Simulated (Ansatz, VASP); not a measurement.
## Cross-check of H5C4 between VASP and Ansatz

Aim: how closely do two programs agree when they are given the same cell, functional and k mesh? The structure shown is frame 33 of Ansatz's trajectory.

Calculated with Ansatz 0.2.0; plane waves, with VASP 6.6.1 beside it; single point at r2SCAN with D3(BJ).

### Step 1. The starting structure

The cell holds 72 atoms: 32 C and 40 H. Its edges and angles: a = 8.686 Å, b = 8.686 Å, c = 8.686 Å, α = 90.0°, β = 90.0°, γ = 90.0°. As first built, before any earlier steps moved the atoms (in the runner's words): 2 trans-polyacetylene chains of 7 units placed at random, at 1.08 g/cm^3; overlaps pushed apart, then 20 ps at 800 K with MMFF94 bonds, angles, torsions, charges and radii (Halgren, J. Comput. Chem. 17, 490 (1996)) in harmonic and 12-6 forms; charges of ions scaled by 0.8. Snapshot after 30 ps at 250 K and fixed volume.

### Step 2. Ansatz: dynamics, r2SCAN with D3(BJ)

Ansatz runs on its default PAW (the set named soft_2) files.

One frame of this run of dynamics is then solved in both programs, so the motion causes no difference.

Input file input.yaml:

```yaml
crystal:
  lattice:
    - [8.68621, 0.0, 0.0]
    - [0.0, 8.68621, 0.0]
    - [0.0, 0.0, 8.68621]
  atoms:
    - { symbol: C, position: [0.93056, 0.65677, 0.0231] }
    - { symbol: C, position: [0.84136, 0.80186, 0.00079] }
    - { symbol: C, position: [0.73877, 0.84035, 0.10827] }
    - { symbol: C, position: [0.62677, 0.95247, 0.07883] }
    - { symbol: C, position: [0.52856, 0.00466, 0.18558] }
    - { symbol: C, position: [0.40604, 0.10898, 0.15965] }
    - { symbol: C, position: [0.33704, 0.17752, 0.28139] }
    - { symbol: C, position: [0.24575, 0.31168, 0.26728] }
    - { symbol: C, position: [0.19495, 0.38088, 0.39696] }
    - { symbol: C, position: [0.08764, 0.50392, 0.39172] }
    - { symbol: C, position: [0.02697, 0.56207, 0.52047] }
    - { symbol: C, position: [0.91912, 0.68393, 0.49562] }
    - { symbol: C, position: [0.81785, 0.72269, 0.60421] }
    - { symbol: C, position: [0.71447, 0.85225, 0.58145] }
    - { symbol: C, position: [0.59712, 0.88316, 0.67223] }
    - { symbol: C, position: [0.4962, 0.01833, 0.64837] }
    - { symbol: H, position: [0.9628, 0.59011, 0.92578] }
    - { symbol: H, position: [0.87113, 0.57972, 0.1001] }
    - { symbol: H, position: [0.03572, 0.68856, 0.08119] }
    - { symbol: H, position: [0.84822, 0.87078, 0.89631] }
    - { symbol: H, position: [0.72583, 0.77837, 0.21637] }
    - { symbol: H, position: [0.63168, 0.99508, 0.96077] }
    - { symbol: H, position: [0.54346, 0.96898, 0.30198] }
    - { symbol: H, position: [0.38762, 0.15628, 0.04771] }
    - { symbol: H, position: [0.35142, 0.14303, 0.40171] }
    - { symbol: H, position: [0.21591, 0.34704, 0.15048] }
    - { symbol: H, position: [0.22536, 0.34996, 0.51278] }
    - { symbol: H, position: [0.06209, 0.55477, 0.27972] }
    - { symbol: H, position: [0.03228, 0.50013, 0.62973] }
    - { symbol: H, position: [0.92157, 0.73862, 0.38705] }
    - { symbol: H, position: [0.78572, 0.64972, 0.70644] }
    - { symbol: H, position: [0.72192, 0.9319, 0.4849] }
    - { symbol: H, position: [0.56918, 0.80574, 0.77008] }
    - { symbol: H, position: [0.55336, 0.11916, 0.59601] }
    - { symbol: H, position: [0.4468, 0.05411, 0.7612] }
    - { symbol: H, position: [0.3992, 0.9969, 0.57591] }
    - { symbol: C, position: [0.51893, 0.60586, 0.40088] }
    - { symbol: C, position: [0.49645, 0.54484, 0.56024] }
    - { symbol: C, position: [0.58947, 0.44762, 0.63894] }
    - { symbol: C, position: [0.56072, 0.39607, 0.78745] }
    - { symbol: C, position: [0.68275, 0.34705, 0.86783] }
    - { symbol: C, position: [0.68846, 0.34208, 0.03435] }
    - { symbol: C, position: [0.80102, 0.26555, 0.10555] }
    - { symbol: C, position: [0.7988, 0.259, 0.27324] }
    - { symbol: C, position: [0.89084, 0.15736, 0.34779] }
    - { symbol: C, position: [0.92615, 0.14334, 0.51163] }
    - { symbol: C, position: [0.04556, 0.0583, 0.55923] }
    - { symbol: C, position: [0.08397, 0.0294, 0.71745] }
    - { symbol: C, position: [0.16202, 0.89974, 0.7359] }
    - { symbol: C, position: [0.21082, 0.85691, 0.89038] }
    - { symbol: C, position: [0.28536, 0.72767, 0.91795] }
    - { symbol: C, position: [0.34353, 0.68927, 0.06742] }
    - { symbol: H, position: [0.63521, 0.61832, 0.37597] }
    - { symbol: H, position: [0.46958, 0.53265, 0.31196] }
    - { symbol: H, position: [0.4607, 0.71376, 0.39227] }
    - { symbol: H, position: [0.39822, 0.58454, 0.6177] }
    - { symbol: H, position: [0.68752, 0.41072, 0.57445] }
    - { symbol: H, position: [0.4653, 0.43144, 0.85208] }
    - { symbol: H, position: [0.79689, 0.33425, 0.81149] }
    - { symbol: H, position: [0.59367, 0.39085, 0.08539] }
    - { symbol: H, position: [0.88418, 0.20027, 0.04887] }
    - { symbol: H, position: [0.72034, 0.33164, 0.33802] }
    - { symbol: H, position: [0.94195, 0.07417, 0.27076] }
    - { symbol: H, position: [0.85101, 0.19238, 0.59665] }
    - { symbol: H, position: [0.12123, 0.00475, 0.4719] }
    - { symbol: H, position: [0.04396, 0.11137, 0.80338] }
    - { symbol: H, position: [0.18769, 0.81316, 0.64948] }
    - { symbol: H, position: [0.19815, 0.94102, 0.99036] }
    - { symbol: H, position: [0.29083, 0.6458, 0.82849] }
    - { symbol: H, position: [0.32218, 0.7678, 0.16404] }
    - { symbol: H, position: [0.47208, 0.68018, 0.06399] }
    - { symbol: H, position: [0.29736, 0.57202, 0.08875] }
kpoints:
  mp_grid: { grid: [1, 1, 1] }
hamiltonian:
  xc: r2scan
  dispersion: d3bj
scf:
  occupations: { method: gaussian, width: 0.05 }
output:
  forces: true
md:
  timestep: 0.5
  n_steps: 100
  ensemble: nvt_langevin
  temperature: 250
  initial_velocities: maxwell_boltzmann
  seed: 616
```

Launch:

```sh
ansatz run input.yaml --threads 4 --pin off --max-ram 8192MiB --backend cpu --events-out ev --progress --plain --runs-dir out
```

Numbers of over 12 decimals in the logs are rounded to 6 here.

Output:

```text
Warning: md: disabling space-group detection — thermal motion breaks the input geometry's symmetry, so no spatial operation reduces the k-mesh or symmetrises the density; time reversal is kept, so that k and −k are solved as one point where they differ and the mesh holds both, and exact exchange and, on two spinor components, a DFT+U term hold to it where the run has them: on two components no moment then forms, and  [...]
Warning: the engine holds no damping parameters fitted to this dispersion correction and functional, so the run takes those fitted to r2scan beside the three-body term, which d3bj leaves out (hamiltonian.dispersion, under Limitations)
Engine: ansatz 0.2.0, x86_64-unknown-linux-gnu
Pseudopotentials: kind: paw
Pseudopotential: C, paw, valence charge 4, recommended cutoff 500 eV (meta_gga), C.paw.azcp
Pseudopotential: H, paw, valence charge 1, recommended cutoff 500 eV (meta_gga), H.paw.azcp
Functional definition: r2SCAN
  parameter k0 = 0.174
  parameter k1 = 0.065
  parameter a1 = 4.9479
  exchange = r2scan_x(k0 = k0, k1 = k1, a1 = a1)
  correlation = r2scan_c
Crystal: 72 atoms, lattice volume = 655.377 Å³
Basis set: ecut = 500 eV, 16663 PW (Γ), exchange–correlation on 256×256×256 points (64 copies of the dense FFT grid, shifted against one another)
Bands: 156, of which v1, the nominal top of the filled ones, is band 84 counted from 1 (83 counted from 0)
Symmetry: 1 space group operations
k-points: 1
Non-local potential: C, projectors of the file, l = 0: 2, l = 1: 2, l = 2: 1
Non-local potential: H, projectors of the file, l = 0: 2, l = 1: 1
PAW form: soft (Blöchl's): semilocal exchange-correlation on the pseudo side does not see the compensation charge
PAW frozen core: C, regenerated for the run's functional (the file was generated under x = pbe(κ = 0.804, μ = 0.219515), c = pbe(β = 0.066725))
PAW one-centre angular grid: C, 302 points (default); XC on 239 of its mesh's 2573 points in the sphere
PAW one-centre angular grid: H, 302 points (default); XC on 160 Gauss nodes
Initial density: superposition of atomic densities (neutral atoms: chi_scale 0, normalization atom), corrected by the library's trained network
Initial wavefunctions: pseudopotential atomic-orbital guess
Functional: x = r2scan, c = r2scan; τ floored in thin density (d = 2e-4 eV/Å³)
SCF iter   1: F=—  HF=-8691.462908 eV  |F-HF|=—  |Δ(HF+E_count)|=         —  Δρ=7.25e-3  dr2=2.76e-1  dr2_τ=7.16e0  ethr=1.77e-3  ⟨swp⟩=6.0  Hψ=729  notcnv=0  defer=31
preconditioner: auto → Resta (q_TF=auto, 2.175 Å⁻¹)  ε∞=2.4  [insulator: Δε(μ)=1.732 eV  Ē_g=15.991 eV  σ=0.050 eV  W_gap=1.00  n_scr=122 (ndim 8)  ℏωp=18.8 eV  f_vac=0.123  D(μ)=0.00/eV (n_scr^D=0)  ε∞_Penn≈2.4]
SCF iter   2: F=—  HF=-8690.628789 eV  |F-HF|=—  |Δ(HF+E_count)|=   8.34e-1  Δρ=4.30e-3  dr2=7.04e-2  dr2_τ=4.29e-3  ethr=1.64e-4  ⟨swp⟩=2.0  Hψ=268  notcnv=0  defer=68
SCF iter   3: F=—  HF=-8690.626550 eV  |F-HF|=—  |Δ(HF+E_count)|=   2.24e-3  Δρ=1.34e-3  dr2=1.62e-2  dr2_τ=2.72e-3  ethr=4.19e-5  ⟨swp⟩=2.0  Hψ=157  notcnv=0  defer=9
automatic band count: iteration 3 solves 97 bands in place of 156: the levels show a gap, and the empty bands left out lie too high to hold charge; the band table lists the bands solved (type scf.n_extra_bands for more)
SCF iter   4: F=—  HF=-8690.625867 eV  |F-HF|=—  |Δ(HF+E_count)|=   6.82e-4  Δρ=3.90e-4  dr2=1.26e-3  dr2_τ=1.13e-4  ethr=9.63e-6  ⟨swp⟩=2.0  Hψ=162  notcnv=0  defer=9
SCF iter   5: F=—  HF=-8690.626657 eV  |F-HF|=—  |Δ(HF+E_count)|=   7.89e-4  Δρ=1.69e-4  dr2=3.13e-4  dr2_τ=2.98e-5  ethr=7.52e-7  ⟨swp⟩=2.0  Hψ=163  notcnv=0  defer=9
SCF iter   6: F=—  HF=-8690.626900 eV  |F-HF|=—  |Δ(HF+E_count)|=   2.43e-4  Δρ=6.50e-5  dr2=5.24e-5  dr2_τ=4.98e-6  ethr=1.87e-7  ⟨swp⟩=2.0  Hψ=160  notcnv=0  defer=9
SCF iter   7: F=—  HF=-8690.627747 eV  |F-HF|=—  |Δ(HF+E_count)|=   8.47e-4  Δρ=2.72e-5  dr2=7.17e-6  dr2_τ=7.08e-7  ethr=3.12e-8  ⟨swp⟩=2.0  Hψ=170  notcnv=0  defer=9
SCF iter   8: F=—  HF=-8690.627757 eV  |F-HF|=—  |Δ(HF+E_count)|=   1.06e-5  Δρ=1.11e-5  dr2=1.16e-6  dr2_τ=1.08e-7  ethr=4.27e-9  ⟨swp⟩=2.0  Hψ=170  notcnv=0  defer=9
SCF iter   9: F=—  HF=-8690.627760 eV  |F-HF|=—  |Δ(HF+E_count)|=   2.59e-6  Δρ=5.22e-6  dr2=2.63e-7  dr2_τ=2.81e-8  ethr=6.90e-10  ⟨swp⟩=2.0  Hψ=172  notcnv=0  defer=9
SCF iter  10: F=-8690.627760 eV  HF=-8690.627760 eV  |F-HF|=5.18e-8  |Δ(HF+E_count)|=   2.21e-7  Δρ=1.68e-6  dr2=2.41e-8  dr2_τ=2.56e-9  ethr=4.29e-11  ⟨swp⟩=5.0  Hψ=346  notcnv=0
SCF 1 converged in 10 iterations: F = -8690.627760 eV  dr2 = 2.41e-8
[...]
md step    95: t =    47.50 fs  T =   262.9 K  F+E_penalty+E_count = -8690.82994566 eV  E_kin = 2.446811 eV  (5 SCF iters)
[...]
md step    96: t =    48.00 fs  T =   267.4 K  F+E_penalty+E_count = -8690.83454247 eV  E_kin = 2.488170 eV  (5 SCF iters)
[...]
md step    97: t =    48.50 fs  T =   268.9 K  F+E_penalty+E_count = -8690.83971218 eV  E_kin = 2.502883 eV  (5 SCF iters)
[...]
md step    98: t =    49.00 fs  T =   267.5 K  F+E_penalty+E_count = -8690.83844139 eV  E_kin = 2.489989 eV  (5 SCF iters)
[...]
md step    99: t =    49.50 fs  T =   267.5 K  F+E_penalty+E_count = -8690.82937517 eV  E_kin = 2.489863 eV  (5 SCF iters)
[...]
md step   100: t =    50.00 fs  T =   266.9 K  F+E_penalty+E_count = -8690.81115663 eV  E_kin = 2.483604 eV  (8 SCF iters)
iter 1 solved again at ethr=2.07e-11 eV; its pass at ethr=3.10e-3 eV (dr2=3.47e-8 eV) is discarded
SCF iter   1: F=—  HF=-8690.811157 eV  |F-HF|=—  |Δ(HF+E_count)|=         —  Δρ=1.88e-6  dr2=3.48e-8  dr2_τ=3.98e-9  ethr=2.07e-11  ⟨swp⟩=14.0  Hψ=960  notcnv=0
preconditioner: auto → Resta (q_TF=auto, 2.175 Å⁻¹)  ε∞=2.4  [insulator: Δε(μ)=1.482 eV  Ē_g=15.961 eV  σ=0.050 eV  W_gap=1.00  n_scr=122 (ndim 8)  ℏωp=18.8 eV  f_vac=0.128  D(μ)=0.00/eV (n_scr^D=0)  ε∞_Penn≈2.4]
SCF iter   2: F=-8690.811157 eV  HF=-8690.811157 eV  |F-HF|=8.00e-9  |Δ(HF+E_count)|=   4.90e-9  Δρ=6.45e-7  dr2=5.89e-9  dr2_τ=1.15e-9  ethr=2.07e-11  ⟨swp⟩=3.0  Hψ=328  notcnv=0
SCF 102 converged in 2 iterations: F = -8690.811157 eV  dr2 = 5.89e-9
SCF converged after 2 iterations
Free energy (F): -8690.811157 eV
Harris-Foulkes:  -8690.811157 eV  (|F-HF|=8.00e-9)
Internal energy: -8690.811157 eV  (E = F + TS)
E sigma→0 (E₀):  -8690.811157 eV
Fermi energy:    1.952799 eV
--- Per-component energies (eV) ---
  E_band       = -1151.615181
  E_kinetic    = 3436.181449
  E_local      = -8500.455543  (includes V_loc(G=0)·N_el)
  E_nonlocal   = 931.633138
  E_hartree    = 2836.750956
  E_xc         = -1865.630507
  E_vxc        = -2595.536598  (∫ρ·V_xc dr)
  E_paw        = -3250.039415  (= ΣΔE_a)
  E_vpaw       = -244.690297  (= ΣTr[D̂ρ^β])
  E_aug_tail   = -0.019133  (compensation charges beyond the density's cutoff)
  E_vtau       = 147.770774  (kinetic-family band-sum trace: ∫τ·v_τ [+ j·A + Jᵃ·Aᵃ] dr)
  E_ewald      = -2276.036131
  E_disp       = -2.403211  (pairwise vdW)
  E_core_change = -0.792760  (= ΣΔE_core)
  E_smearing   = -0.000000  (= −TS)
  E_closure    = 0.000000  (closes the sum)
  Σ components = -8690.811157   (vs F -8690.811157, Δ=0.00e0)
--- Forces (eV/Å), atoms counted from 1 ---
  atom   1  C      1.11240481    -3.36236222    -0.36557541
  atom   2  C     -1.39660362     2.27043807     0.20372260
  atom   3  C     -1.05708491     1.51466928    -0.66398620
  atom   4  C     -0.00488185    -0.18215050    -1.25447000
  atom   5  C      1.07491323    -0.33444033     0.08583482
  atom   6  C     -0.58028315     0.16272586    -0.12174745
  atom   7  C     -0.77603100     1.15207694    -0.96928861
  atom   8  C     -0.43274357     0.30161457     2.27158798
  atom   9  C      0.15232632    -0.45555979    -2.33103870
  atom  10  C     -0.26806341    -0.67974774     0.92996126
  atom  11  C      0.13342885     1.49325119    -1.43389486
  atom  12  C      0.05289428    -0.85165286     1.93755311
  atom  13  C     -0.51576560     1.15316108    -0.42403667
  atom  14  C      1.22267122    -0.09979318    -0.68807473
  atom  15  C     -0.80575306     1.08852310     0.28796225
  atom  16  C     -0.85944189    -1.91420029    -0.99875484
  atom  17  H      0.26568840     0.82615405     0.82105947
  atom  18  H      0.50411350     1.26108710    -1.17346062
  atom  19  H     -0.54711914    -0.51951395     0.27302117
  atom  20  H      0.06574577    -0.33570495    -0.20184651
  atom  21  H     -0.18321846    -0.37184583     0.50710808
  atom  22  H     -0.08144475    -0.82640235     1.57022092
  atom  23  H      0.00625145    -0.23207131     0.19819332
  atom  24  H      0.48764946     0.09771221     0.57189612
[...]
atom  65  H      0.31199574     0.01653123     0.23505431
  atom  66  H      0.75022350    -0.98033657    -1.20786681
  atom  67  H     -0.19914811     0.20098918     0.39168286
  atom  68  H     -0.37451476     1.16706874     0.53477734
  atom  69  H      0.01529003     0.33200614     0.85610985
  atom  70  H     -0.56841952     0.88381341     1.11628097
  atom  71  H      0.82004818    -0.20599889    -0.43972912
  atom  72  H      0.03750143     0.25143787    -0.42102382
  max |Σ_I F_I| component: 7.80e-5 eV/Å
--- MD trajectory: 100 steps, t = 0.0 → 50.0 fs ---
  final state: T = 266.9 K   F+E_penalty+E_count = -8690.81115663 eV   E_kin = 2.483604 eV
```

[end of part 1 of 2]

[Lines on the potential files, build, host, timing and source positions are cut from VASP's logs without a mark.]

[Logs are printed without paths, hosts, clocks, repeated set-up lines and the standing remarks that a program may print on its own settings, such as how far it seeks lower states.]

[Hosts, paths, dates, database ids (printed as entryN), source tags and the programs' standing remarks are cut or masked in the printed files.]

[The MMFF94 radii named for the starting cell were scaled by 0.96; in molecules described by MMFF94, hydrogen bound to N, O or S took a small fixed 12-6 site in their place.]
